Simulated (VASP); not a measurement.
```
CELL_PARAMETERS angstrom
      3.89787     0.00000     0.00000
      0.00000     3.89787     0.00000
      0.00000     0.00000     3.89787
ATOMIC_POSITIONS crystal
  Ti 0.00000 0.94869 0.00000
  Pt 0.00000 0.50000 0.50000
  Pt 0.50000 0.00000 0.50000
  Pt 0.50000 0.50000 0.00000
```

All values below come from PBEsol GGA, VASP's PBE PAW potentials (set 64) (plane waves; VASP). Settings: 480 eV cut-off, 8×8×8 Γ-centred mesh, first-order Methfessel-Paxton smearing of 0.10 eV, potentials Ti_sv Pt.

Task: Give the force on each atom (eV/Å).

Result: 
```
atom     Fx      Fy     Fz
----  -----  ------  -----
Ti1   0.000   0.997  0.000
Pt2   0.000  -0.406  0.000
Pt3   0.000  -0.185  0.000
Pt4   0.000  -0.406  0.000
```

Task: Give the stress tensor in GPa (positive for a compressed cell).

Result: 
```
1.76  0.00  0.00
0.00  2.26  0.00
0.00  0.00  1.76
```
The pressure is its mean diagonal, 1.93 GPa.

The compound is Pt3Ti in the L1_2 structure. This cell was strained or had an atom moved on purpose.
